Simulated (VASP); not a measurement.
# MnCl3 (Fm-3m) in VASP: single point with PBE

Aim: the single point of MnCl3 with PBE.

All numbers are computed with VASP 6.6.1; they aren't measurements. Logs are shortened: lines on timing, memory, paths and dates and some standing lists are left out, and cuts for length are marked.

## (1) The cell of the first run

The structure is cubic, space group Fm-3m (No. 225). The conventional cell has a = 6.825 Å, b = 6.825 Å, c = 6.825 Å, α = 90.00°, β = 90.00°, γ = 90.00°. Mn (site symmetry m-3m) has 8 Cl at 2.96 Å as nearest neighbours. Around Cl (site symmetry -43m) lie 4 Mn at 2.96 Å and 4 Cl at 2.96 Å. Cl (site symmetry m-3m) is surrounded by 8 Cl at 2.96 Å.

The cell was built by a generator and needn't be a form met in nature.

## (2) Single point, PBE, collinear spin, typed start (species swapped into the Na3In type (Fm-3m, No. 225))

INCAR

```
SYSTEM = MnCl3
ALGO = Fast
EDIFF = 1E-7
ENCUT = 520
GGA = PE
ISIF = 2
ISMEAR = 0
ISPIN = 2
LASPH = .TRUE.
LCHARG = .TRUE.
LELF = .TRUE.
LMAXMIX = 4
LORBIT = 11
LREAL = .FALSE.
LVHAR = .TRUE.
LWAVE = .FALSE.
MAGMOM = 5.03 -0.26 -0.26 -0.26
NBANDS = 29
NELM = 150
PREC = Accurate
SIGMA = 0.1
```

KPOINTS

```
k-points
0
G
  12 12 12
  0 0 0
```

POSCAR

```
MnCl3
1.0
    0.0000000000      3.4124704994      3.4124704994
    3.4124704994      0.0000000000      3.4124704994
    3.4124704994      3.4124704994      0.0000000000
Mn Cl
1 3
Direct
    0.0000000000      0.0000000000      0.0000000000
    0.2500000000      0.2500000000      0.2500000000
    0.7500000000      0.7500000000      0.7500000000
    0.5000000000      0.5000000000      0.5000000000
```

Potentials or basis: VASP PAW PBE potentials, release 64 (Mn_pv, Cl).

On the command line:

```sh
$ cat potpaw_PBE.64/Mn_pv/POTCAR potpaw_PBE.64/Cl/POTCAR > POTCAR
$ mpirun -np 1 vasp_std > vasp.out
```

OUTCAR:

```text
SYSTEM = MnCl3
   EDIFF = 1E-7
   ENCUT = 520
   GGA = PE
   ISIF = 2
   ISMEAR = 0
   ISPIN = 2
   LASPH = .TRUE.
   LORBIT = 11
   LREAL = .FALSE.
   NELM = 150
   PREC = Accurate

 ion  position               nearest neighbor table
   1  0.000  0.000  0.000-
   2  0.250  0.250  0.250-
   3  0.750  0.750  0.750-
   4  0.500  0.500  0.500-

  LATTYP: Found a face centered cubic cell.
 ALAT       =     6.8249409988

  Lattice vectors:

 A1 = (   0.0000000000,   3.4124704994,   3.4124704994)
 A2 = (   3.4124704994,   0.0000000000,   3.4124704994)
 A3 = (   3.4124704994,   3.4124704994,   0.0000000000)

Analysis of symmetry for initial positions (statically):
=====================================================================
 Subroutine PRICEL returns:
 Original cell was already a primitive cell.

 Routine SETGRP: Setting up the symmetry group for a
 face centered cubic supercell.

 Subroutine GETGRP returns: Found 48 space group operations
 (whereof 48 operations were pure point group operations)
 out of a pool of 48 trial point group operations.

The static configuration has the point symmetry O_h .

Analysis of symmetry for dynamics (positions and initial velocities):
=====================================================================
 Subroutine PRICEL returns:
 Original cell was already a primitive cell.

 Routine SETGRP: Setting up the symmetry group for a
 face centered cubic supercell.

 Subroutine GETGRP returns: Found 48 space group operations
 (whereof 48 operations were pure point group operations)
 out of a pool of 48 trial point group operations.

The dynamic configuration has the point symmetry O_h .

Analysis of structural, dynamic, and magnetic symmetry:
=====================================================================
 Subroutine PRICEL returns:
 Original cell was already a primitive cell.

 Routine SETGRP: Setting up the symmetry group for a
 face centered cubic supercell.

 Subroutine GETGRP returns: Found 48 space group operations
 (whereof 48 operations were pure point group operations)
 out of a pool of 48 trial point group operations.

The overall configuration has the point symmetry O_h .

 Subroutine INISYM returns: Found 48 space group operations
 (whereof 48 operations are pure point group operations),
 and found     1 'primitive' translations

----------------------------------------------------------------------------------------

                                     Primitive cell

  volume of cell :      79.4761

  direct lattice vectors                    reciprocal lattice vectors
     0.000000000  3.412470499  3.412470499    -0.146521413  0.146521413  0.146521413
     3.412470499  0.000000000  3.412470499     0.146521413 -0.146521413  0.146521413
     3.412470499  3.412470499  0.000000000     0.146521413  0.146521413 -0.146521413

  length of vectors
     4.825962061  4.825962061  4.825962061     0.253782532  0.253782532  0.253782532

  position of ions in fractional coordinates (direct lattice)
     0.000000000  0.000000000  0.000000000
     0.250000000  0.250000000  0.250000000
     0.750000000  0.750000000  0.750000000
     0.500000000  0.500000000  0.500000000

  ion indices of the primitive-cell ions
   primitive index   ion index
                 1           1
                 2           2
                 3           3
                 4           4

----------------------------------------------------------------------------------------

 KPOINTS: k-points

Automatic generation of k-mesh.
 Grid dimensions read from file:
 generate k-points for:   12   12   12

 Generating k-lattice:

  Cartesian coordinates                     Fractional coordinates (reciprocal lattice)
    -0.012210118  0.012210118  0.012210118     0.083333333  0.000000000  0.000000000
     0.012210118 -0.012210118  0.012210118     0.000000000  0.083333333  0.000000000
     0.012210118  0.012210118 -0.012210118     0.000000000  0.000000000  0.083333333

  Length of vectors
     0.021148544  0.021148544  0.021148544

  Shift w.r.t. Gamma in fractional coordinates (k-lattice)
     0.000000000  0.000000000  0.000000000

 Subroutine IBZKPT returns following result:
 ===========================================

 Found     72 irreducible k-points:

 Following reciprocal coordinates:
            Coordinates               Weight
  0.000000  0.000000  0.000000      1.000000
  0.083333  0.000000  0.000000      8.000000
  0.166667  0.000000  0.000000      8.000000
  0.250000  0.000000  0.000000      8.000000
  0.333333  0.000000  0.000000      8.000000
  0.416667  0.000000  0.000000      8.000000
[... 16 lines left out ...]
  0.500000  0.166667  0.000000     24.000000
 -0.416667  0.166667  0.000000     24.000000
 [... further k-points ...]
   k-points           NKPTS =     72   k-points in BZ     NKDIM =     72   number of bands    NBANDS=     29
   number of dos      NEDOS =    301   number of ions     NIONS =      4
   total plane-waves  NPLWV =  46656
   dimension x,y,z NGX =    36 NGY =   36 NGZ =   36
   dimension x,y,z NGXF=    72 NGYF=   72 NGZF=   72
   ions per type =               1   3
   NGX,Y,Z   is equivalent  to a cutoff of  12.40, 12.40, 12.40 a.u.
   NGXF,Y,Z  is equivalent  to a cutoff of  24.80, 24.80, 24.80 a.u.
 SYSTEM =  MnCl3
   PREC   = accura    normal or accurate (medium, high low for compatibility)
   ISTART =      0    job   : 0-new  1-cont  2-samecut
   ICHARG =      2    charge: 1-file 2-atom 10-const
   ISPIN  =      2    spin polarized calculation?
   LNONCOLLINEAR =      F non collinear calculations
   LSORBIT =      F    spin-orbit coupling
   LASPH  =      T    aspherical Exc in radial PAW
   ENCUT  =  520.0 eV  38.22 Ry    6.18 a.u.   8.97  8.97  8.97*2*pi/ulx,y,z
   NELM   =    150;   NELMIN=  2; NELMDL= -5     # of ELM steps
   EDIFF  = 0.1E-06   stopping-criterion for ELM
   LREAL  =      F    real-space projection
   EDIFFG = 0.1E-05   stopping-criterion for IOM
   NSW    =      0    number of steps for IOM
   IBRION =     -1    ionic relax: 0-MD 1-quasi-New 2-CG
   NFREE  =      0    steps in history (QN), initial steepest desc. (CG)
   ISIF   =      2    stress and relaxation
   ISYM   =      2    0-nonsym 1-usesym 2-fastsym
   POTIM  = 0.5000    time-step for ionic-motion
   TEBEG  =    0.0;   TEEND  =   0.0 temperature during run
   PSTRESS=    0.0 pullay stress
   NELECT =      34.0000    total number of electrons
   NUPDOWN=      -1.0000    fix difference up-down
   EMIN   =  10.00;   EMAX   =-10.00  energy-range for DOS
   EFERMI =   0.00;   METHOD = LEGACY
   ISMEAR =     0;   SIGMA  =   0.10  broadening in eV -4-tet -1-fermi 0-gaus
   EFERMI_NEDOS =   21; number of points for ismear=-14 and -15
   IALGO  =     68    algorithm
   IMIX   =      4    mixing-type and parameters
     AMIX     =   0.40;   BMIX     =  1.00
     AMIX_MAG =   1.60;   BMIX_MAG =  1.00
  volume/ion in A,a.u.               =      19.87       134.08
  Fermi-wavevector in a.u.,A,eV,Ry     =   1.233547  2.331065 20.703132  1.521637
  Thomas-Fermi vector in A             =   2.368273
   LORBIT       =     11    0 simple, 1 ext, 2 COOP (PROOUT), +10 PAW based schemes
   GGA     = PE    functional components
   LHFCALC =     F    Hartree Fock is set to
   AEXX    =    0.0000 exact exchange contribution
   IVDW    =     0    specifies the selected vdW correction
   LEPSILON=     F    determine dielectric tensor
   LRPA    =     F    only Hartree local field effects (RPA)
 spin polarized calculation
 RMM-DIIS sequential band-by-band and
 Gauss-broadening in eV      SIGMA  =   0.10
  energy-cutoff  :      520.00
  volume of cell :       79.48
 maximum number of plane-waves:      2164
   NGX = 17   NGY = 17   NGZ = 17

 number of electron      34.0000001 magnetization       3.9999606

 Free energy of the ion-electron system (eV)
  ---------------------------------------------------
  ext. energy  EPLUGINS =         0.00000000
  ---------------------------------------------------
  free energy    TOTEN  =       -14.61322510 eV

  energy without entropy =      -14.59423781  energy(sigma->0) =      -14.60373145

 E-fermi :   3.4987     XC(G=0):  -9.9431

 val. band max:        3.4934931894   @ k =  -0.3333   0.3333   0.1667
 cond. band min:       3.4987175026   @ k =  -0.3333   0.4167   0.1667
 fundamental gap:      0.0052243132
 Fermi energy:         3.4986680207

 spin component 1

 k-point     1 :       0.0000    0.0000    0.0000
  band No.  band energies     occupation
      1     -47.0765      1.00000
      2     -47.0765      1.00000
      3     -47.0765      1.00000
      4     -11.8875      1.00000
      5     -10.1104      1.00000
      6      -9.0799      1.00000
[... 757 lines left out ...]
     28      15.6339      0.00000
     29      15.8607      0.00000

 [... further k-points ...]

 spin component 2

 k-point     1 :       0.0000    0.0000    0.0000
  band No.  band energies     occupation
      1     -42.2420      1.00000
      2     -42.2419      1.00000
      3     -42.2419      1.00000
      4     -12.1022      1.00000
      5     -10.2676      1.00000
      6      -9.4755      1.00000
[... 757 lines left out ...]
     28      15.8655      0.00000
     29      15.9386      0.00000

 [... further k-points ...]

------------------------ aborting loop because EDIFF is reached ----------------------------------------

  FORCE on cell =-STRESS in cart. coord.  units (eV):
  Direction    XX          YY          ZZ          XY          YZ          ZX
  --------------------------------------------------------------------------------------
  -------------------------------------------------------------------------------------
  Total       -0.0409869     -0.0409869     -0.0409869      0.0000000      0.0000000      0.0000000
  in kB       -0.8262647     -0.8262647     -0.8262647      0.0000000      0.0000000      0.0000000
  external PRESSURE =      -0.8262647 kB  Pullay stress =       0.0000000 kB

 VOLUME and BASIS-vectors are now :
 -----------------------------------------------------------------------------
  energy-cutoff  :      520.00
  volume of cell :       79.48
      direct lattice vectors                 reciprocal lattice vectors
     0.000000000  3.412470499  3.412470499    -0.146521413  0.146521413  0.146521413
     3.412470499  0.000000000  3.412470499     0.146521413 -0.146521413  0.146521413
     3.412470499  3.412470499  0.000000000     0.146521413  0.146521413 -0.146521413

 POSITION                                       TOTAL-FORCE (eV/Angst)
 -----------------------------------------------------------------------------------
      0.00000      0.00000      0.00000        -0.000000      0.000000      0.000000
      1.70624      1.70624      1.70624         0.000000     -0.000000      0.000000
      5.11871      5.11871      5.11871        -0.000000     -0.000000     -0.000000
      3.41247      3.41247      3.41247        -0.000000      0.000000      0.000000
 -----------------------------------------------------------------------------------
    total drift:                               -0.000000      0.000000      0.000000

  FREE ENERGIE OF THE ION-ELECTRON SYSTEM (eV)
  ---------------------------------------------------
  free  energy   TOTEN  =       -14.6132250951 eV

  energy  without entropy=      -14.5942378068  energy(sigma->0) =      -14.60373145

 total charge

# of ion       s       p       d       tot
------------------------------------------
    1        0.140   6.061   4.841  11.042
    2        1.620   3.424   0.000   5.044
    3        1.620   3.424   0.000   5.044
    4        1.631   3.400   0.000   5.031
--------------------------------------------------
tot          5.011  16.309   4.841  26.161

 magnetization (x)

# of ion       s       p       d       tot
------------------------------------------
    1        0.037   0.015   4.431   4.483
    2        0.001  -0.119   0.000  -0.118
    3        0.001  -0.119   0.000  -0.118
    4       -0.007  -0.367   0.000  -0.373
--------------------------------------------------
tot          0.033  -0.590   4.431   3.874
```

It took 4.1 min on 1 thread of Intel Xeon 6975P-C (Granite Rapids), shared host; peak memory 0.39 GiB.

What came out:

```yaml
Free_energy: -14.6132 eV
Pressure: -0.1 GPa
Band_gap_on_the_k_mesh: none (metal or under the smearing width)
Net_moment: 4.00 μB per cell
Site_moments: Mn +4.48; Cl -0.12, -0.37 μB
Valence_electrons_inside_the_program's_atomic_spheres: Mn 11.04; Cl 5.04, 5.03
```

Levels at points of the mesh, in eV from the Fermi level:
Spin up:
| k point | band 17 | band 18 | band 19 | band 20 | band 21 | band 22 |
| --- | --- | --- | --- | --- | --- | --- |
| (0.00, 0.00, 0.00) | -1.50 | -0.76 | -0.76 | -0.76 | 1.68 | 7.18 |
| (0.50, 0.00, 0.00) | -2.02 | -0.11 | 0.18 | 0.18 | 3.39 | 6.45 |
| (0.50, 0.50, 0.00) | -0.86 | -0.86 | 0.09 | 0.09 | 2.99 | 7.06 |
Spin down:
```tsv
k point	band 13	band 14	band 15	band 16	band 17	band 18
(0.00, 0.00, 0.00)	-0.92	-0.92	-0.92	1.49	1.49	2.18
(0.50, 0.00, 0.00)	-0.71	-0.71	-0.50	1.70	1.90	1.90
(0.50, 0.50, 0.00)	-1.14	-0.27	-0.27	1.63	1.64	1.68
```

Caveat: a cell with one magnetic atom can't hold antiferromagnetic order, which such compounds often take; semilocal functionals often make such compounds metallic where correlation or magnetic order opens a gap, which also shifts bond lengths.
